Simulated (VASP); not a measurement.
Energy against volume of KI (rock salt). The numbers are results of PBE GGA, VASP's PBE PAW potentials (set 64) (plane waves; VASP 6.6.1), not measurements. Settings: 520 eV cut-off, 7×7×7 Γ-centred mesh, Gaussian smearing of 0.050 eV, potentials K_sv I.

```
V (Å³/atom)  E (eV/atom)
-----------  -----------
43.628          -2.77619
45.020          -2.78104
46.413          -2.78259
47.805          -2.78137
```

### Question
Fit these four points and predict the energy of the run at 49.198 Å³/atom.

### Answer
A cubic in V^(−2/3), the third-order Birch-Murnaghan form, passes through the four points with V0 = 46.45 Å³/atom and B0 = 11 GPa, and gives -2.7778 eV/atom there. The run gave -2.7778 eV/atom, +0.0 meV/atom from the fit; all five points give B0 = 11 GPa.

The compound is KI in the rock salt structure. It was relaxed first, which changed the volume by +5 %.
